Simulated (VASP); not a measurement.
The input files of a VASP run:

### POSCAR
```
SnTe
1
    0.0000000000     3.2232000000     3.2232000000
    3.2232000000     0.0000000000     3.2232000000
    3.2232000000     3.2232000000     0.0000000000
Sn Te
1 1
Direct
  0.0000000000   0.0000000000   0.0000000000
  0.5000000000   0.5000000000   0.5000000000
```

### INCAR
```
SYSTEM = SnTe
PREC = Accurate
ENCUT = 400
EDIFF = 1E-6
NELM = 100
ALGO = Normal
LREAL = .FALSE.
LASPH = .TRUE.
ISMEAR = 0
SIGMA = 0.05
GGA = PE
LMAXMIX = 4
LWAVE = .FALSE.
LCHARG = .FALSE.
ISIF = 2
IBRION = 0
NSW = 3
TEBEG = 300
```

**KPOINTS**
```
Automatic mesh
0
Gamma
6 6 6
0 0 0
```

POTCAR, in this order: Sn_d Te (PBE.64 set). Program: vasp_std.

Problem. What happens when VASP runs on this input?

Solution. There is a fault: molecular dynamics (IBRION = 0) was asked for without POTIM. VASP stops with an error: Fatal error! IBRION=0, but no entry for POTIM on file INCAR. MUST be specified! ----> I REFUSE TO CONTINUE WITH THIS SICK JOB ... BYE!!! <----

standard output:
```
 POSCAR found type information on POSCAR SnTe
 POSCAR found :  2 types and       2 ions
 Reading from existing POTCAR

 -----------------------------------------------------------------------------
|                                                                             |
|     EEEEEEE  RRRRRR   RRRRRR   OOOOOOO  RRRRRR      ###     ###     ###     |
|     E        R     R  R     R  O     O  R     R     ###     ###     ###     |
|     E        R     R  R     R  O     O  R     R     ###     ###     ###     |
|     EEEEE    RRRRRR   RRRRRR   O     O  RRRRRR       #       #       #      |
|     E        R   R    R   R    O     O  R   R                               |
|     E        R    R   R    R   O     O  R    R      ###     ###     ###     |
|     EEEEEEE  R     R  R     R  OOOOOOO  R     R     ###     ###     ###     |
|                                                                             |
|     Fatal error! IBRION=0, but no entry for POTIM on file INCAR. MUST       |
|     be specified!                                                           |
|                                                                             |
|       ---->  I REFUSE TO CONTINUE WITH THIS SICK JOB ... BYE!!! <----       |
|                                                                             |
 -----------------------------------------------------------------------------
```

To mend it, set POTIM to the time step in fs (1 to 2 fs suits most solids). The plain static run on this cell (PBE GGA, plane waves, VASP's PBE PAW potentials (set 64)) converges, and its OSZICAR ends with
```
   1 F= -.75627137E+01 E0= -.75625083E+01  d E =-.410794E-03
```

The compound is SnTe in the rock salt structure, which distorts at low temperature. The cell was not relaxed at this level.
